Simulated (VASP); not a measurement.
# CO in VASP: settings compared, part 2 of 2

VASP 6.6.1. The steps go on from the part before.

## Step 3: Relaxation of the atoms, PBE

INCAR reads:

```
SYSTEM = CO
PREC = Accurate ; ENCUT = 520
EDIFF = 1E-7 ; ISMEAR = 0
SIGMA = 0.01 ; LREAL = .FALSE.
LASPH = .TRUE. ; NELM = 100
ALGO = Normal ; ISIF = 2
LWAVE = .FALSE. ; LCHARG = .FALSE.
GGA = PE ; IBRION = 2
NSW = 100 ; EDIFFG = -0.003
```

KPOINTS reads:

```
regular mesh
0
G
  1 1 1
  0 0 0
```

POSCAR reads:

```
CO
1.0
   12.0000000000      0.0000000000      0.0000000000
    0.0000000000     12.5000000000      0.0000000000
    0.0000000000      0.0000000000     13.0000000000
C O
1 1
Direct
    0.4525000000      0.5000000000      0.5000000000
    0.5475000000      0.5000000000      0.5000000000
```

Potentials or basis: VASP PAW PBE potentials, release 64 (C, O).

On the command line:

```sh
cat potpaw_PBE.64/C/POTCAR potpaw_PBE.64/O/POTCAR > POTCAR
mpirun -np 1 vasp_gam > vasp.out
```

Wall time 4.6 min (1 thread of Intel Xeon Platinum 8488C (Sapphire Rapids), shared host); peak memory 1.6 GiB.

Results (log left out):

```yaml
Free_energy: -14.7917 eV
Energy_gained_by_relaxing: 0.3 meV/atom
Ionic_steps: 3
Gap_between_the_frontier_levels: 6.91 eV
```

Step by step:
| step | energy change (eV) | largest force (eV/Å) | pressure (GPa) |
| --- | --- | --- | --- |
| 1 | 0.0000 | 0.3728 | 0.01 |
| 2 | 0.0558 | 3.3158 | -0.11 |
| 3 | -0.0006 | 0.0010 | 0.00 |

Final structure:
```xyz
2
Lattice="12.0000 0.0000 0.0000 0.0000 12.5000 0.0000 0.0000 0.0000 13.0000" Properties=species:S:1:pos:R:3 pbc="T T T"
C     5.4284    6.2500    6.5000
O     6.5716    6.2500    6.5000
```

Levels at points of the mesh, in eV from the valence-band top:
```
           k point  band 2  band 3  band 4  band 5  band 6  band 7  band 8  band 9
(0.00, 0.00, 0.00)   -4.99   -2.67   -2.67    0.00    6.91    6.91    8.84    9.67
```

Caveat: the standard files for N, O and F lose accuracy on very short bonds.

## Step 4: Single point, LDA

INCAR reads:

```
ALGO = Normal
EDIFF = 1E-6
ENCUT = 520
ISIF = 2
ISMEAR = 0
LASPH = T
LCHARG = F
LREAL = F
LWAVE = F
NBANDS = 12
NELM = 60
PREC = Accurate
SIGMA = 0.01
```

KPOINTS reads:

```
k-points
0
Gamma
  1 1 1
```

POSCAR reads:

```
CO
1.0
   12.0000000000      0.0000000000      0.0000000000
    0.0000000000     12.5000000000      0.0000000000
    0.0000000000      0.0000000000     13.0000000000
C O
1 1
Direct
    0.4531000145      0.5000000000      0.5000000000
    0.5468999855      0.5000000000      0.5000000000
```

Potentials or basis: VASP PAW LDA potentials, release 64 (C, O).

On the command line:

```sh
cat potpaw_LDA.64/C/POTCAR potpaw_LDA.64/O/POTCAR > POTCAR
mpirun -np 1 vasp_gam > vasp.out
```

OUTCAR:

```text
EDIFF = 1E-6
   ENCUT = 520
   ISIF = 2
   ISMEAR = 0
   LASPH = T
   LREAL = F
   NELM = 60
   PREC = Accurate

 ion  position               nearest neighbor table
   1  0.453  0.500  0.500-   2 1.13
   2  0.547  0.500  0.500-   1 1.13

  LATTYP: Found a simple orthorhombic cell.
 ALAT       =    12.0000000000
 B/A-ratio  =     1.0416666667
 C/A-ratio  =     1.0833333333

  Lattice vectors:

 A1 = (  12.0000000000,   0.0000000000,   0.0000000000)
 A2 = (   0.0000000000,  12.5000000000,   0.0000000000)
 A3 = (   0.0000000000,   0.0000000000,  13.0000000000)

Analysis of symmetry for initial positions (statically):
=====================================================================
 Subroutine PRICEL returns:
 Original cell was already a primitive cell.

 Routine SETGRP: Setting up the symmetry group for a
 simple orthorhombic supercell.

 Subroutine GETGRP returns: Found  4 space group operations
 (whereof  4 operations were pure point group operations)
 out of a pool of  8 trial point group operations.
[... 137 lines left out ...]
  free energy    TOTEN  =       -15.55196802 eV

  energy without entropy =      -15.55196802  energy(sigma->0) =      -15.55196802

 E-fermi :  -8.9225     XC(G=0):  -0.3291

 val. band max:       -9.0290944171   @ k =   0.0000   0.0000   0.0000
 cond. band min:      -2.1655799092   @ k =   0.0000   0.0000   0.0000
 fundamental gap:      6.8635145079
 Fermi energy:        -8.9224907847

 k-point     1 :       0.0000    0.0000    0.0000
  band No.  band energies     occupation
      1     -29.4212      2.00000
      2     -14.0306      2.00000
      3     -12.0946      2.00000
      4     -12.0946      2.00000
      5      -9.0291      2.00000
      6      -2.1656      0.00000
      7      -2.1655      0.00000
      8      -0.1248      0.00000
      9       0.7091      0.00000
     10       0.7407      0.00000
     11       0.8028      0.00000
     12       0.8613      0.00000

------------------------ aborting loop because EDIFF is reached ----------------------------------------

  FORCE on cell =-STRESS in cart. coord.  units (eV):
  Direction    XX          YY          ZZ          XY          YZ          ZX
  --------------------------------------------------------------------------------------
  -------------------------------------------------------------------------------------
  Total        1.2464189     -0.0398583     -0.0399513      0.0000000      0.0000000      0.0000000
  in kB        1.0240944     -0.0327487     -0.0328252      0.0000000      0.0000000      0.0000000
  external PRESSURE =       0.3195068 kB  Pullay stress =       0.0000000 kB

 VOLUME and BASIS-vectors are now :
 -----------------------------------------------------------------------------
  energy-cutoff  :      520.00
  volume of cell :     1950.00
      direct lattice vectors                 reciprocal lattice vectors
    12.000000000  0.000000000  0.000000000     0.083333333  0.000000000  0.000000000
     0.000000000 12.500000000  0.000000000     0.000000000  0.080000000  0.000000000
     0.000000000  0.000000000 13.000000000     0.000000000  0.000000000  0.076923077

 POSITION                                       TOTAL-FORCE (eV/Angst)
 -----------------------------------------------------------------------------------
      5.43720      6.25000      6.50000        -1.159595      0.000000      0.000000
      6.56280      6.25000      6.50000         1.159595      0.000000      0.000000
 -----------------------------------------------------------------------------------
    total drift:                                0.001625     -0.000000     -0.000000

  FREE ENERGIE OF THE ION-ELECTRON SYSTEM (eV)
  ---------------------------------------------------
  free  energy   TOTEN  =       -15.5519680183 eV

  energy  without entropy=      -15.5519680183  energy(sigma->0) =      -15.55196802
```

It took 60 s on 1 thread of Intel Xeon Platinum 8488C (Sapphire Rapids), shared host; peak memory 0.87 GiB.

What came out:

```yaml
Free_energy: -15.5520 eV
Largest_force: 1.160 eV/Å
Gap_between_the_frontier_levels: 6.86 eV
```

Forces in eV/Å, atoms in the order of the input:
```
C   -1.160  0.000  0.000
O    1.160  0.000  0.000
```

Levels at points of the mesh, in eV from the valence-band top:
```tsv
k point	band 1	band 2	band 3	band 4	band 5	band 6	band 7	band 8	band 9	band 10
(0.00, 0.00, 0.00)	-20.39	-5.00	-3.07	-3.07	0.00	6.86	6.86	8.90	9.74	9.77
```

Caveat: the standard files for N, O and F lose accuracy on very short bonds. LDA gaps usually lie below the measured ones, often by a third to a half.

## Step 5: Relaxation of the atoms, LDA

INCAR reads:

```
PREC = Accurate ; ENCUT = 520
EDIFF = 1E-7 ; ISMEAR = 0
SIGMA = 0.01 ; LREAL = F
LASPH = T ; NELM = 80
ALGO = Fast ; ISIF = 2
LWAVE = F ; LCHARG = F
IBRION = 2 ; NSW = 100
EDIFFG = -0.003
```

KPOINTS reads:

```
regular mesh
0
Gamma
  1 1 1
```

POSCAR reads:

```
CO
1.0
   12.0000000000      0.0000000000      0.0000000000
    0.0000000000     12.5000000000      0.0000000000
    0.0000000000      0.0000000000     13.0000000000
C O
1 1
Direct
    0.4525000000      0.5000000000      0.5000000000
    0.5475000000      0.5000000000      0.5000000000
```

On the command line:

```sh
cat potpaw_LDA.64/C/POTCAR potpaw_LDA.64/O/POTCAR > POTCAR
mpirun -np 1 vasp_gam > vasp.out
```

Wall time 3.7 min (1 thread of Intel Xeon Platinum 8488C (Sapphire Rapids), shared host); peak memory 1.1 GiB.

Results (log left out):

| Quantity | Value |
| --- | --- |
| Free energy | -15.5574 eV |
| Energy gained by relaxing | 0.7 meV/atom |
| Ionic steps | 13 |
| Gap between the frontier levels | 6.79 eV |

Forces in eV/Å, atoms in the order of the input:
```
C    0.003  0.000  0.000
O   -0.003  0.000  0.000
```

Step by step:
```
step  energy change (eV)  largest force (eV/Å)  pressure (GPa)
   1              0.0000                0.5851           -0.02
   2              0.1773                7.3875            0.21
   3             -0.0015                0.0056            0.00
   4             -0.0015                0.0052            0.00
   5             -0.0015                0.0060            0.00
   6             -0.0015                0.0047            0.00
   7             -0.0015                0.0046            0.00
   8             -0.0015                0.0045            0.00
   9             -0.0015                0.0045            0.00
  10             -0.0015                0.0044            0.00
  11             -0.0015                0.0041            0.00
  12             -0.0015                0.0037            0.00
  13             -0.0015                0.0028            0.00
```

Final structure:
```xyz
2
Lattice="12.0000 0.0000 0.0000 0.0000 12.5000 0.0000 0.0000 0.0000 13.0000" Properties=species:S:1:pos:R:3 pbc="T T T"
C     5.4325    6.2500    6.5000
O     6.5675    6.2500    6.5000
```

Levels at points of the mesh, in eV from the valence-band top:
```
           k point  band 2  band 3  band 4  band 5  band 6  band 7  band 8  band 9
(0.00, 0.00, 0.00)   -4.98   -2.96   -2.96    0.00    6.79    6.79    8.93    9.76
```

Caveat: the standard files for N, O and F lose accuracy on very short bonds.

## Step 6: Summary

```tsv
task	level	potentials or basis	cell	gap on the mesh (eV)	largest force (eV/Å)
single point	PBE	VASP PAW PBE potentials, release 64 (C, O)	as given	6.97	0.94
relaxation of the atoms	PBE	VASP PAW PBE potentials, release 64 (C, O)	atoms relaxed	6.91	-
single point	LDA	VASP PAW LDA potentials, release 64 (C, O)	as given	6.86	1.16
relaxation of the atoms	LDA	VASP PAW LDA potentials, release 64 (C, O)	atoms relaxed	6.79	-
```

Alike in all rows: no spin polarisation; k mesh 1 × 1 × 1; cutoff (eV) 520; smearing gaussian 0.01 eV.

Caveats: the standard files for N, O and F lose accuracy on very short bonds.

Total energies depend on the potentials used, so only differences within one code and one set of settings carry meaning.
